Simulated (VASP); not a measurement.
A run of VASP 6.6.1:

Contents of INCAR:

```
SYSTEM = H14SO6
PREC = Accurate ; ENCUT = 520
EDIFF = 1E-7 ; ISMEAR = -1
SIGMA = 0.05 ; LREAL = Auto
LASPH = .True. ; NELM = 80
ALGO = Normal ; ISIF = 2
LWAVE = .False. ; LCHARG = .False.
GGA = PE ; NBANDS = 44
```

Contents of KPOINTS:

```
regular mesh
0
Gamma
  1 1 1
  0 0 0
```

File POSCAR:

```
H14SO6
1.0
    6.2144650000      0.0000000000      0.0000000000
    0.0000000000      6.2144650000      0.0000000000
    0.0000000000      0.0000000000      6.2144650000
O H S
6 14 1
Direct
    0.8331207916      0.3662744902      1.0024032640
    1.0117685110      0.8214705530      0.1670457553
    0.3175172762      0.8513041750      0.8267485616
    0.1678825128      0.4329093494      0.6779183727
    0.2716243474      0.0696439677      0.4345667728
    0.5842176277      1.0625854358      0.1669974809
    0.9064979849      0.4844342997      1.0941086642
    0.8055560696      0.4443664901      0.8643543732
    0.8707909691      0.8977763975      0.1981184221
    1.0667853146      0.8765839055      0.0380563733
    0.3402223683      0.8996269188      0.6772264386
    0.2955041182      0.6900996305      0.8033193525
    0.2496916468      0.3314042319      0.6010654175
    0.1096474113      0.3652607264      0.8036250908
    0.1612367275     -0.0020918937      0.3579551900
    0.3851980822      0.0722990636      0.3210895870
    0.6804769196      1.1769154706      0.1058659112
    0.5093600173      0.9953712830      0.0378150010
    0.5972034600      0.4294014046      0.4195534129
    0.8523662133      0.5010729001      0.5810154213
    0.6454940208      0.5860037831      0.5513909886
```

Potentials or basis: VASP PAW PBE potentials, release 64 (O, H, S).

The run is started by

```bash
$ cat potpaw_PBE.64/O/POTCAR potpaw_PBE.64/H/POTCAR potpaw_PBE.64/S/POTCAR > POTCAR
$ mpirun -np 1 vasp_gam > vasp.out
```

Hardware: 1 thread of Intel(R) Xeon(R) Platinum 8375C CPU @ 2.90GHz (Ice Lake) (shared host).

Problem. How long does it take, and how much memory?

Solution. Run time: 47 s on 1 thread of Intel(R) Xeon(R) Platinum 8375C CPU @ 2.90GHz (Ice Lake), with other jobs on the host, peak memory 0.29 GiB. Counts: scf iterations 16, k points 1.
